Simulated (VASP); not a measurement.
# SiF (Pm-3m) in VASP: settings compared

The runs below take SiF through relaxation of cell and atoms, with SCAN, r2SCAN+rVV10.

Everything below comes from runs of VASP 6.6.1. Logs are shortened: lines on timing, memory, paths and dates and some standing lists are left out, and cuts for length are marked.

**1. Starting point**

It takes space group Pm-3m (No. 221, cubic). The conventional cell has a = 3.029 Å, b = 3.029 Å, c = 3.029 Å, α = 90.00°, β = 90.00°, γ = 90.00°. Si (site symmetry m-3m) has 8 F at 2.62 Å as nearest neighbours. Around F (site symmetry m-3m) lie 8 Si at 2.62 Å.

The cell was built by a generator and needn't be a form met in nature.

**2. Relaxation of cell and atoms, SCAN**

Contents of INCAR:

```
PREC = Accurate
ENCUT = 600
EDIFF = 1E-6
ISMEAR = 0
SIGMA = 0.05
LREAL = F
LASPH = T
NELM = 80
ALGO = Normal
ISIF = 3
LWAVE = F
LCHARG = F
METAGGA = SCAN
LMIXTAU = T
IBRION = 2
NSW = 60
EDIFFG = -0.01
```

Contents of KPOINTS:

```
regular mesh
0
Gamma
  9 9 9
```

Contents of POSCAR:

```
SiF
1.0
    3.0286000000      0.0000000000      0.0000000000
    0.0000000000      3.0286000000      0.0000000000
    0.0000000000      0.0000000000      3.0286000000
Si F
1 1
Direct
    0.5000000000      0.5000000000      0.5000000000
    0.0000000000      0.0000000000      0.0000000000
```

Potentials or basis: VASP PAW PBE potentials, release 64 (Si, F).

Launch:

```console
$ cat potpaw_PBE.64/Si/POTCAR potpaw_PBE.64/F/POTCAR > POTCAR
$ mpirun -np 1 vasp_std > vasp.out
```

OUTCAR:

```text
PREC = Accurate
   ENCUT = 600
   EDIFF = 1E-6
   ISMEAR = 0
   LREAL = F
   LASPH = T
   NELM = 80
   ISIF = 3
   METAGGA = SCAN
   IBRION = 2
   NSW = 60
   EDIFFG = -0.01

 ion  position               nearest neighbor table
   1  0.500  0.500  0.500-
   2  0.000  0.000  0.000-

  LATTYP: Found a simple cubic cell.
 ALAT       =     3.0286000000

  Lattice vectors:

 A1 = (   3.0286000000,   0.0000000000,   0.0000000000)
 A2 = (   0.0000000000,   3.0286000000,   0.0000000000)
 A3 = (   0.0000000000,   0.0000000000,   3.0286000000)

Analysis of symmetry for initial positions (statically):
=====================================================================
 Subroutine PRICEL returns:
 Original cell was already a primitive cell.

 Routine SETGRP: Setting up the symmetry group for a
 simple cubic supercell.

 Subroutine GETGRP returns: Found 48 space group operations
 (whereof 48 operations were pure point group operations)
 out of a pool of 48 trial point group operations.

The static configuration has the point symmetry O_h .

Analysis of symmetry for dynamics (positions and initial velocities):
=====================================================================
 Subroutine PRICEL returns:
 Original cell was already a primitive cell.

 Routine SETGRP: Setting up the symmetry group for a
 simple cubic supercell.

 Subroutine GETGRP returns: Found 48 space group operations
 (whereof 48 operations were pure point group operations)
 out of a pool of 48 trial point group operations.

The dynamic configuration has the point symmetry O_h .

 Subroutine INISYM returns: Found 48 space group operations
 (whereof 48 operations are pure point group operations),
 and found     1 'primitive' translations

----------------------------------------------------------------------------------------

                                     Primitive cell

  volume of cell :      27.7796

  direct lattice vectors                    reciprocal lattice vectors
     3.028600000  0.000000000  0.000000000     0.330185564  0.000000000  0.000000000
     0.000000000  3.028600000  0.000000000     0.000000000  0.330185564  0.000000000
     0.000000000  0.000000000  3.028600000     0.000000000  0.000000000  0.330185564

  length of vectors
     3.028600000  3.028600000  3.028600000     0.330185564  0.330185564  0.330185564

  position of ions in fractional coordinates (direct lattice)
     0.500000000  0.500000000  0.500000000
     0.000000000  0.000000000  0.000000000

  ion indices of the primitive-cell ions
   primitive index   ion index
                 1           1
                 2           2

----------------------------------------------------------------------------------------

 KPOINTS: regular mesh

Automatic generation of k-mesh.
 Grid dimensions read from file:
 generate k-points for:    9    9    9

 Generating k-lattice:

  Cartesian coordinates                     Fractional coordinates (reciprocal lattice)
     0.036687285  0.000000000  0.000000000     0.111111111  0.000000000  0.000000000
     0.000000000  0.036687285  0.000000000     0.000000000  0.111111111  0.000000000
     0.000000000  0.000000000  0.036687285     0.000000000  0.000000000  0.111111111

  Length of vectors
     0.036687285  0.036687285  0.036687285

  Shift w.r.t. Gamma in fractional coordinates (k-lattice)
     0.000000000  0.000000000  0.000000000

 Subroutine IBZKPT returns following result:
 ===========================================

 Found     35 irreducible k-points:

 Following reciprocal coordinates:
[... 46 lines left out ...]
   EDIFFG = -.1E-01   stopping-criterion for IOM
   NSW    =     60    number of steps for IOM
   IBRION =      2    ionic relax: 0-MD 1-quasi-New 2-CG
   NFREE  =      1    steps in history (QN), initial steepest desc. (CG)
   ISIF   =      3    stress and relaxation
   ISYM   =      2    0-nonsym 1-usesym 2-fastsym
   POTIM  = 0.5000    time-step for ionic-motion
   TEBEG  =    0.0;   TEEND  =   0.0 temperature during run
   PSTRESS=    0.0 pullay stress
   NELECT =      11.0000    total number of electrons
   NUPDOWN=      -1.0000    fix difference up-down
   EMIN   =  10.00;   EMAX   =-10.00  energy-range for DOS
   EFERMI =   0.00;   METHOD = LEGACY
   ISMEAR =     0;   SIGMA  =   0.05  broadening in eV -4-tet -1-fermi 0-gaus
   EFERMI_NEDOS =   21; number of points for ismear=-14 and -15
   IALGO  =     38    algorithm
   IMIX   =      4    mixing-type and parameters
     AMIX     =   0.40;   BMIX     =  1.00
     AMIX_MAG =   1.60;   BMIX_MAG =  1.00
  volume/ion in A,a.u.               =      13.89        93.73
  Fermi-wavevector in a.u.,A,eV,Ry     =   1.202164  2.271761 19.663124  1.445199
  Thomas-Fermi vector in A             =   2.337953
   LORBIT       =      0    0 simple, 1 ext, 2 COOP (PROOUT), +10 PAW based schemes
   METAGGA = SCAN    functional components
   LHFCALC =     F    Hartree Fock is set to
   AEXX    =    0.0000 exact exchange contribution
   IVDW    =     0    specifies the selected vdW correction
   LEPSILON=     F    determine dielectric tensor
   LRPA    =     F    only Hartree local field effects (RPA)
 conjugate gradient relaxation of ions
 non-spin polarized calculation
 Gauss-broadening in eV      SIGMA  =   0.05
  energy-cutoff  :      600.00
  volume of cell :       27.78
 maximum number of plane-waves:       943
   NGX = 13   NGY = 13   NGZ = 13

--------------------------------------- Ionic step        1  -------------------------------------------

 number of electron      11.0000013 magnetization

 Free energy of the ion-electron system (eV)
  ---------------------------------------------------
  ext. energy  EPLUGINS =         0.00000000
  ---------------------------------------------------
  free energy    TOTEN  =       -13.79195224 eV

  energy without entropy =      -13.78724604  energy(sigma->0) =      -13.78959914

------------------------ aborting loop because EDIFF is reached ----------------------------------------

  FORCE on cell =-STRESS in cart. coord.  units (eV):
  Direction    XX          YY          ZZ          XY          YZ          ZX
  --------------------------------------------------------------------------------------
  -------------------------------------------------------------------------------------
  Total       -0.2744651     -0.2744651     -0.2744651     -0.0000000      0.0000000      0.0000000
  in kB      -15.8296748    -15.8296748    -15.8296748     -0.0000000      0.0000000      0.0000000
  external PRESSURE =     -15.8296748 kB  Pullay stress =       0.0000000 kB

 VOLUME and BASIS-vectors are now :
 -----------------------------------------------------------------------------
  energy-cutoff  :      600.00
  volume of cell :       27.78
      direct lattice vectors                 reciprocal lattice vectors
     3.028600000  0.000000000  0.000000000     0.330185564  0.000000000  0.000000000
     0.000000000  3.028600000  0.000000000     0.000000000  0.330185564  0.000000000
     0.000000000  0.000000000  3.028600000     0.000000000  0.000000000  0.330185564

 POSITION                                       TOTAL-FORCE (eV/Angst)
 -----------------------------------------------------------------------------------
      1.51430      1.51430      1.51430         0.000000      0.000000      0.000000
      0.00000      0.00000      0.00000         0.000000      0.000000      0.000000
 -----------------------------------------------------------------------------------
    total drift:                                0.000000      0.000000      0.000000

  FREE ENERGIE OF THE ION-ELECTRON SYSTEM (eV)
  ---------------------------------------------------
  free  energy   TOTEN  =       -13.7919522419 eV

  energy  without entropy=      -13.7872460441  energy(sigma->0) =      -13.78959914

--------------------------------------- Ionic step        2  -------------------------------------------

 number of electron      11.0000010 magnetization

 Free energy of the ion-electron system (eV)
  ---------------------------------------------------
  ext. energy  EPLUGINS =         0.00000000
  ---------------------------------------------------
  free energy    TOTEN  =       -13.79488528 eV

  energy without entropy =      -13.79013267  energy(sigma->0) =      -13.79250898

 E-fermi :   5.9344     XC(G=0): -10.8465

 val. band max:        5.9093667665   @ k =   0.4444   0.4444   0.4444
 cond. band min:       5.9384070249   @ k =   0.3333   0.2222   0.0000
 fundamental gap:      0.0290402585
 Fermi energy:         5.9343805986

 k-point     1 :       0.0000    0.0000    0.0000
  band No.  band energies     occupation
      1     -19.9048      2.00000
      2      -3.4579      2.00000
      3       0.2411      2.00000
      4       0.2411      2.00000
      5       0.2411      2.00000
      6      11.4830      0.00000
      7      11.4830      0.00000
      8      11.4830      0.00000
      9      12.0314      0.00000
[... 265 lines left out ...]
 k-point    24 :       0.4444    0.3333    0.1111
  band No.  band energies     occupation
      1     -19.5317      2.00000
      2      -2.7612      2.00000
      3      -1.2646      2.00000
      4       0.5126      2.00000
      5       1.5554      2.00000
      6       5.9732      0.27202
      7       7.0706      0.00000
      8      11.3013      0.00000
      9      14.3991      0.00000

 [... further k-points ...]
[... 5 lines left out ...]
  --------------------------------------------------------------------------------------
  -------------------------------------------------------------------------------------
  Total       -0.0178605     -0.0178605     -0.0178605     -0.0000000     -0.0000000      0.0000000
  in kB       -1.0508333     -1.0508333     -1.0508333     -0.0000000     -0.0000000      0.0000000
  external PRESSURE =      -1.0508333 kB  Pullay stress =       0.0000000 kB

 VOLUME and BASIS-vectors are now :
 -----------------------------------------------------------------------------
  energy-cutoff  :      600.00
  volume of cell :       27.23
      direct lattice vectors                 reciprocal lattice vectors
     3.008549266 -0.000000000  0.000000000     0.332386114  0.000000000 -0.000000000
    -0.000000000  3.008549266  0.000000000     0.000000000  0.332386114 -0.000000000
     0.000000000  0.000000000  3.008549266    -0.000000000 -0.000000000  0.332386114

 POSITION                                       TOTAL-FORCE (eV/Angst)
 -----------------------------------------------------------------------------------
      1.50427      1.50427      1.50427        -0.000000      0.000000     -0.000000
      0.00000      0.00000      0.00000         0.000000     -0.000000      0.000000
 -----------------------------------------------------------------------------------
    total drift:                               -0.000000      0.000000      0.000000

  FREE ENERGIE OF THE ION-ELECTRON SYSTEM (eV)
  ---------------------------------------------------
  free  energy   TOTEN  =       -13.7948852801 eV

  energy  without entropy=      -13.7901326704  energy(sigma->0) =      -13.79250898

 reached required accuracy - stopping structural energy minimisation
```

It took 23 s on 1 thread of Intel Xeon 6975P-C (Granite Rapids), shared host; peak memory 0.14 GiB.

What came out:

* Free energy: -13.7949 eV
* Relaxed volume: 13.62 Å³/atom
* Relaxed cell: a = 3.009 Å, b = 3.009 Å, c = 3.009 Å, α = 90.00°, β = 90.00°, γ = 90.00°
* Space group after relaxing (to 0.05 Å): Pm-3m (No. 221)
* Energy gained by relaxing: 1.5 meV/atom
* Ionic steps: 2
* Pressure after relaxing: -0.1 GPa
* Band gap on the k mesh: none (metal or under the smearing width)

The path:
```
step  energy change (eV)  largest force (eV/Å)  pressure (GPa)  volume (Å³)
   1              0.0000                0.0000           -1.58        27.78
   2             -0.0029                0.0000           -0.11        27.23
```

Final structure:
```yaml
crystal:
  lattice:
    - [3.00855, 0.00000, 0.00000]
    - [0.00000, 3.00855, 0.00000]
    - [0.00000, 0.00000, 3.00855]
  atoms:
    - { symbol: Si, position: [0.50000, 0.50000, 0.50000] }
    - { symbol: F, position: [0.00000, 0.00000, 0.00000] }
```

Levels at points of the mesh, in eV from the Fermi level:
```csv
k point,band 3,band 4,band 5,band 6,band 7,band 8
"(0.00, 0.00, 0.00)",-5.69,-5.69,-5.69,5.55,5.55,5.55
```

Caveat: the PAW data sets were made with another functional, which shifts forces and pressure a little; an odd number of electrons without spin polarisation forces a metal; a magnetic or distorted state may lie lower.

**3. Relaxation of cell and atoms, r2SCAN+rVV10**

Contents of INCAR:

```
ALGO = Normal
BPARAM = 11.95
CPARAM = 0.0093
EDIFF = 1E-6
EDIFFG = -0.01
ENCUT = 600
IBRION = 2
ISIF = 3
ISMEAR = 0
IVDW_NL = 2
LASPH = True
LCHARG = False
LMIXTAU = True
LREAL = False
LUSE_VDW = True
LWAVE = False
METAGGA = R2SCAN
NELM = 60
NSW = 60
PREC = Accurate
SIGMA = 0.05
```

Contents of KPOINTS:

```
k-points
0
Gamma
  9 9 9
```

POSCAR is that of step 2.

Potentials or basis: VASP PAW PBE potentials, release 64 (Si, F).

Launch:

```console
$ cat potpaw_PBE.64/Si/POTCAR potpaw_PBE.64/F/POTCAR > POTCAR
$ mpirun -np 1 vasp_std > vasp.out
```

It took 37 s on 1 thread of Intel Xeon 6975P-C (Granite Rapids), shared host; peak memory 0.21 GiB.

The run converged. Its results:

```
Free energy                            : -11.8846 eV
Relaxed volume                         : 13.69 Å³/atom
Relaxed cell                           : a = 3.014 Å, b = 3.014 Å, c = 3.014 Å, α = 90.00°, β = 90.00°, γ = 90.00°
Space group after relaxing (to 0.05 Å) : Pm-3m (No. 221)
Energy gained by relaxing              : 0.6 meV/atom
Ionic steps                            : 2
Pressure after relaxing                : 0.0 GPa
Band gap on the k mesh                 : none (metal or under the smearing width)
```

Step by step:
```tsv
step	energy change (eV)	largest force (eV/Å)	pressure (GPa)	volume (Å³)
1	0.0000	0.0000	-1.13	27.78
2	-0.0013	0.0000	0.04	27.39
```

Final structure:
```xyz
2
Lattice="3.0143 0.0000 0.0000 0.0000 3.0143 0.0000 0.0000 0.0000 3.0143" Properties=species:S:1:pos:R:3 pbc="T T T"
Si    1.5072    1.5072    1.5072
F     0.0000    0.0000    0.0000
```

Levels at points of the mesh, in eV from the Fermi level:
```
           k point  band 3  band 4  band 5  band 6  band 7  band 8
(0.00, 0.00, 0.00)   -5.64   -5.64   -5.64    5.54    5.54    5.54
```

Caveat: the PAW data sets were made with another functional, which shifts forces and pressure a little; an odd number of electrons without spin polarisation forces a metal; a magnetic or distorted state may lie lower.
